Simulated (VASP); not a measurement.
# KRe (I4_1/amd) in VASP: single point with r2SCAN

Aim: the single point of KRe with r2SCAN.

Everything below comes from runs of VASP 6.6.1. Logs are shortened: lines on timing, memory, paths and dates and some standing lists are left out, and cuts for length are marked.

## 1. Starting point

Symmetry: I4_1/amd, No. 141, tetragonal system. Conventional cell: a = 5.074 Å, b = 5.074 Å, c = 12.781 Å, α = 90.00°, β = 90.00°, γ = 90.00°. Around K (site symmetry -4m2) lie 8 Re at 3.59 to 4.08 Å and 4 K at 4.08 Å. Re (site symmetry -4m2) is surrounded by 8 K at 3.59 to 4.08 Å and 4 Re at 4.08 Å.

The cell was built by a generator and needn't be a form met in nature.

## 2. Single point, r2SCAN

Input file POSCAR:

```
KRe
1.0
    0.0000000000      5.0742692300      0.0000000000
    5.0742692300      0.0000000000      0.0000000000
    2.5371351100      2.5371351100     -6.3905404200
K Re
2 2
Direct
    0.5000000000      0.5000000000      0.0000000000
    0.2500000000      0.7500000000      0.5000000000
    0.0000000000      0.0000000000      0.0000000000
    0.7500000000      0.2500000000      0.5000000000
```

Input file INCAR.step1:

```
SYSTEM = KRe
PREC = Accurate
ENCUT = 520
ISMEAR = -5
SIGMA = 0.1
LREAL = .FALSE.
LASPH = .TRUE.
NELM = 100
LMAXMIX = 4
GGA = PE
ALGO = Normal
EDIFF = 1E-4
LWAVE = .TRUE.
LCHARG = .FALSE.
```

Input file INCAR.step2:

```
SYSTEM = KRe
PREC = Accurate
ENCUT = 520
EDIFF = 1E-6
ISMEAR = -5
SIGMA = 0.1
LREAL = .FALSE.
LASPH = .TRUE.
NELM = 100
ALGO = Normal
ISIF = 2
LWAVE = .FALSE.
LCHARG = .FALSE.
LMAXMIX = 4
METAGGA = R2SCAN
LMIXTAU = .TRUE.
LORBIT = 10
ISTART = 1
```

Input file KPOINTS:

```
Automatic mesh
0
G
  6 6 6
  0 0 0
```

Potentials or basis: VASP PAW PBE potentials, release 64 (K_sv, Re).

Command:

```
$ cat potpaw_PBE.64/K_sv/POTCAR potpaw_PBE.64/Re/POTCAR > POTCAR
$ cp INCAR.step1 INCAR
$ mpirun -np 1 vasp_std > vasp.out
$ cp INCAR.step2 INCAR
$ mpirun -np 1 vasp_std > vasp.out
```

OUTCAR:

```text
SYSTEM = KRe
   PREC = Accurate
   ENCUT = 520
   EDIFF = 1E-6
   ISMEAR = -5
   LREAL = .FALSE.
   LASPH = .TRUE.
   NELM = 100
   ISIF = 2
   METAGGA = R2SCAN
   LORBIT = 10
   ISTART = 1

 ion  position               nearest neighbor table
   1  0.500  0.500  0.000-   3 3.59   3 3.59   3 3.59   3 3.59
   2  0.250  0.750  0.500-   4 3.59   4 3.59   4 3.59   4 3.59
   3  0.000  0.000  0.000-   1 3.59   1 3.59   1 3.59   1 3.59
   4  0.750  0.250  0.500-   2 3.59   2 3.59   2 3.59   2 3.59

  LATTYP: Found a body centered tetragonal cell.
 ALAT       =     5.0742692300
 C/A-ratio  =     2.5188022670

  Lattice vectors:

 A1 = (  -2.5371351100,   2.5371341200,   6.3905404200)
 A2 = (   2.5371341200,  -2.5371351100,   6.3905404200)
 A3 = (   2.5371351100,   2.5371351100,  -6.3905404200)

Analysis of symmetry for initial positions (statically):
=====================================================================
 Subroutine PRICEL returns:
 Original cell was already a primitive cell.

 Routine SETGRP: Setting up the symmetry group for a
 body centered tetragonal supercell.

 Subroutine GETGRP returns: Found 16 space group operations
 (whereof  8 operations were pure point group operations)
 out of a pool of 16 trial point group operations.

The static configuration has the point symmetry D_2d.
 The point group associated with its full space group is D_4h.

Analysis of symmetry for dynamics (positions and initial velocities):
=====================================================================
 Subroutine PRICEL returns:
 Original cell was already a primitive cell.

 Routine SETGRP: Setting up the symmetry group for a
 body centered tetragonal supercell.

 Subroutine GETGRP returns: Found 16 space group operations
 (whereof  8 operations were pure point group operations)
 out of a pool of 16 trial point group operations.

The dynamic configuration has the point symmetry D_2d.
 The point group associated with its full space group is D_4h.

 Subroutine INISYM returns: Found 16 space group operations
 (whereof  8 operations are pure point group operations),
 and found     1 'primitive' translations

----------------------------------------------------------------------------------------

                                     Primitive cell

  volume of cell :     164.5450

  direct lattice vectors                    reciprocal lattice vectors
     0.000000000  5.074269230  0.000000000     0.000000000  0.197072712  0.078240660
     5.074269230  0.000000000  0.000000000     0.197072712  0.000000000  0.078240660
     2.537135110  2.537135110 -6.390540420     0.000000000  0.000000000 -0.156481289

  length of vectors
     5.074269230  5.074269230  7.328923249     0.212035975  0.212035975  0.156481289

  position of ions in fractional coordinates (direct lattice)
     0.500000000  0.500000000  0.000000000
     0.250000000  0.750000000  0.500000000
     0.000000000  0.000000000  0.000000000
     0.750000000  0.250000000  0.500000000

  ion indices of the primitive-cell ions
   primitive index   ion index
                 1           1
                 2           2
                 3           3
                 4           4

----------------------------------------------------------------------------------------

 KPOINTS: Automatic mesh

Automatic generation of k-mesh.
 Grid dimensions read from file:
 generate k-points for:    6    6    6

 Generating k-lattice:

  Cartesian coordinates                     Fractional coordinates (reciprocal lattice)
     0.000000000  0.032845452  0.013040110     0.166666667  0.000000000 -0.000000000
     0.032845452  0.000000000  0.013040110     0.000000000  0.166666667 -0.000000000
     0.000000000  0.000000000 -0.026080215     0.000000000  0.000000000  0.166666667

  Length of vectors
     0.035339329  0.035339329  0.026080215

  Shift w.r.t. Gamma in fractional coordinates (k-lattice)
     0.000000000  0.000000000  0.000000000

 TETIRR: Found    553 inequivalent tetrahedra from     1296

 Subroutine IBZKPT returns following result:
 ===========================================

 Found     30 irreducible k-points:

 Following reciprocal coordinates:
            Coordinates               Weight
  0.000000  0.000000  0.000000      1.000000
  0.166667  0.000000  0.000000      8.000000
  0.333333  0.000000  0.000000      8.000000
  0.500000  0.000000  0.000000      4.000000
  0.166667  0.166667  0.000000      8.000000
  0.333333  0.166667 -0.000000     16.000000
[... 16 lines left out ...]
 -0.333333 -0.333333  0.166667      4.000000
 -0.166667 -0.333333  0.166667     16.000000
 [... further k-points ...]
   k-points           NKPTS =     30   k-points in BZ     NKDIM =     30   number of bands    NBANDS=     20
   number of dos      NEDOS =    301   number of ions     NIONS =      4
   total plane-waves  NPLWV =  89600
   dimension x,y,z NGX =    40 NGY =   40 NGZ =   56
   dimension x,y,z NGXF=    80 NGYF=   80 NGZF=  112
   ions per type =               2   2
   NGX,Y,Z   is equivalent  to a cutoff of  13.11, 13.11, 12.70 a.u.
   NGXF,Y,Z  is equivalent  to a cutoff of  26.21, 26.21, 25.41 a.u.
 SYSTEM =  KRe
   PREC   = accura    normal or accurate (medium, high low for compatibility)
   ISTART =      1    job   : 0-new  1-cont  2-samecut
   ICHARG =      0    charge: 1-file 2-atom 10-const
   ISPIN  =      1    spin polarized calculation?
   LNONCOLLINEAR =      F non collinear calculations
   LSORBIT =      F    spin-orbit coupling
   LASPH  =      T    aspherical Exc in radial PAW
   ENCUT  =  520.0 eV  38.22 Ry    6.18 a.u.   9.43  9.43 13.63*2*pi/ulx,y,z
   NELM   =    100;   NELMIN=  2; NELMDL=  0     # of ELM steps
   EDIFF  = 0.1E-05   stopping-criterion for ELM
   LREAL  =      F    real-space projection
   EDIFFG = 0.1E-04   stopping-criterion for IOM
   NSW    =      0    number of steps for IOM
   IBRION =     -1    ionic relax: 0-MD 1-quasi-New 2-CG
   NFREE  =      0    steps in history (QN), initial steepest desc. (CG)
   ISIF   =      2    stress and relaxation
   ISYM   =      2    0-nonsym 1-usesym 2-fastsym
   POTIM  = 0.5000    time-step for ionic-motion
   TEBEG  =    0.0;   TEEND  =   0.0 temperature during run
   PSTRESS=    0.0 pullay stress
   NELECT =      32.0000    total number of electrons
   NUPDOWN=      -1.0000    fix difference up-down
   EMIN   =  10.00;   EMAX   =-10.00  energy-range for DOS
   EFERMI =   0.00;   METHOD = LEGACY
   ISMEAR =    -5;   SIGMA  =   0.10  broadening in eV -4-tet -1-fermi 0-gaus
   EFERMI_NEDOS =   21; number of points for ismear=-14 and -15
   IALGO  =     38    algorithm
   IMIX   =      4    mixing-type and parameters
     AMIX     =   0.40;   BMIX     =  1.00
     AMIX_MAG =   1.60;   BMIX_MAG =  1.00
  volume/ion in A,a.u.               =      41.14       277.60
  Fermi-wavevector in a.u.,A,eV,Ry     =   0.948484  1.792375 12.240096  0.899622
  Thomas-Fermi vector in A             =   2.076677
   LORBIT       =     10    0 simple, 1 ext, 2 COOP (PROOUT), +10 PAW based schemes
   METAGGA = R2SCAN    functional components
   LHFCALC =     F    Hartree Fock is set to
   AEXX    =    0.0000 exact exchange contribution
   IVDW    =     0    specifies the selected vdW correction
   LEPSILON=     F    determine dielectric tensor
   LRPA    =     F    only Hartree local field effects (RPA)
 non-spin polarized calculation
 Fermi weights with tetrahedron method with Bloechl corrections
  energy-cutoff  :      520.00
  volume of cell :      164.54
 maximum number of plane-waves:      4459
 NGX is ok and might be reduce to    40
   NGX = 19   NGY = 19   NGZ = 27

 number of electron      31.9999999 magnetization

 Free energy of the ion-electron system (eV)
  ---------------------------------------------------
  ext. energy  EPLUGINS =         0.00000000
  ---------------------------------------------------
  free energy    TOTEN  =      -101.56380459 eV

  energy without entropy =     -101.56380459  energy(sigma->0) =     -101.56380459

 E-fermi :  -0.0445     XC(G=0):  -8.1734

 val. band max:       -0.0349269825   @ k =  -0.3333   0.1667   0.0000
 cond. band min:      -0.0813312515   @ k =   0.1667   0.0000   0.0000
 fundamental gap:     -0.0464042689
 Fermi energy:        -0.0445148602

 k-point     1 :       0.0000    0.0000    0.0000
  band No.  band energies     occupation
      1     -31.6521      2.00000
      2     -31.6356      2.00000
      3     -14.5270      2.00000
      4     -14.3696      2.00000
      5     -14.3575      2.00000
      6     -14.3575      2.00000
[... 12 lines left out ...]
     19       0.0417      0.00000
     20       0.8283      0.00000

 k-point     2 :       0.1667    0.0000    0.0000
  band No.  band energies     occupation
      1     -31.6511      2.00000
      2     -31.6363      2.00000
      3     -14.5209      2.00000
      4     -14.3903      2.00000
      5     -14.3604      2.00000
      6     -14.3490      2.00000
[... 12 lines left out ...]
     19       0.1280      0.00000
     20       0.7008      0.00000

 k-point     3 :       0.3333    0.0000    0.0000
  band No.  band energies     occupation
      1     -31.6489      2.00000
      2     -31.6380      2.00000
      3     -14.5068      2.00000
      4     -14.4199      2.00000
      5     -14.3653      2.00000
      6     -14.3490      2.00000
[... 12 lines left out ...]
     19       0.2623      0.00000
     20       0.5192      0.00000

 k-point     4 :       0.5000    0.0000    0.0000
  band No.  band energies     occupation
      1     -31.6474      2.00000
      2     -31.6392      2.00000
      3     -14.4974      2.00000
      4     -14.4356      2.00000
      5     -14.3675      2.00000
      6     -14.3516      2.00000
[... 429 lines left out ...]
 k-point    23 :      -0.3333   -0.3333    0.1667
  band No.  band energies     occupation
      1     -31.6431      2.00000
      2     -31.6431      2.00000
      3     -14.4677      2.00000
      4     -14.4677      2.00000
      5     -14.3645      2.00000
      6     -14.3645      2.00000
[... 12 lines left out ...]
     19       0.5502      0.00000
     20       0.5502      0.00000

 k-point    24 :      -0.1667   -0.3333    0.1667
  band No.  band energies     occupation
      1     -31.6454      2.00000
      2     -31.6413      2.00000
      3     -14.4803      2.00000
      4     -14.4465      2.00000
      5     -14.3713      2.00000
      6     -14.3634      2.00000
[... 12 lines left out ...]
     19       0.4905      0.00000
     20       0.5067      0.00000

 [... further k-points ...]
[... 5 lines left out ...]
  --------------------------------------------------------------------------------------
  -------------------------------------------------------------------------------------
  Total       -4.4412721     -4.4412721    -11.9409371     -0.0000000      0.0000009      0.0000009
  in kB      -43.2447474    -43.2447474   -116.2691227     -0.0000000      0.0000090      0.0000090
  external PRESSURE =     -67.5862058 kB  Pullay stress =       0.0000000 kB

 VOLUME and BASIS-vectors are now :
 -----------------------------------------------------------------------------
  energy-cutoff  :      520.00
  volume of cell :      164.54
      direct lattice vectors                 reciprocal lattice vectors
     0.000000000  5.074269230  0.000000000     0.000000000  0.197072712  0.078240660
     5.074269230  0.000000000  0.000000000     0.197072712  0.000000000  0.078240660
     2.537135110  2.537135110 -6.390540420     0.000000000  0.000000000 -0.156481289

 POSITION                                       TOTAL-FORCE (eV/Angst)
 -----------------------------------------------------------------------------------
      2.53713      2.53713      0.00000        -0.000000      0.000000      0.000000
      5.07427      2.53713     -3.19527        -0.000000     -0.000000      0.000000
      0.00000      0.00000      0.00000        -0.000000      0.000000      0.000000
      2.53713      5.07427     -3.19527         0.000000     -0.000000      0.000000
 -----------------------------------------------------------------------------------
    total drift:                               -0.000000      0.000000      0.000000

  FREE ENERGIE OF THE ION-ELECTRON SYSTEM (eV)
  ---------------------------------------------------
  free  energy   TOTEN  =      -101.5638045884 eV

  energy  without entropy=     -101.5638045884  energy(sigma->0) =     -101.56380459

 total charge

# of ion       s       p       d       tot
------------------------------------------
    1        1.968   5.668   0.028   7.664
    2        1.968   5.668   0.028   7.664
    3        0.563   0.048   4.554   5.165
    4        0.563   0.048   4.554   5.165
--------------------------------------------------
tot          5.061  11.432   9.164  25.657
```

It took 10 min on 1 thread of Intel Xeon Platinum 8259CL at 2.50GHz (Skylake/Cascade Lake), shared host; peak memory 0.38 GiB.

What came out:

```
Free energy                                           : -101.5638 eV
Pressure                                              : -6.8 GPa
Band gap on the k mesh                                : none (metal or under the smearing width)
Valence electrons inside the program's atomic spheres : K 7.66; Re 5.17
```

Caveat: the PAW data sets were made with another functional, which shifts forces and pressure a little; tetrahedron occupations give inexact forces and stress in metals.
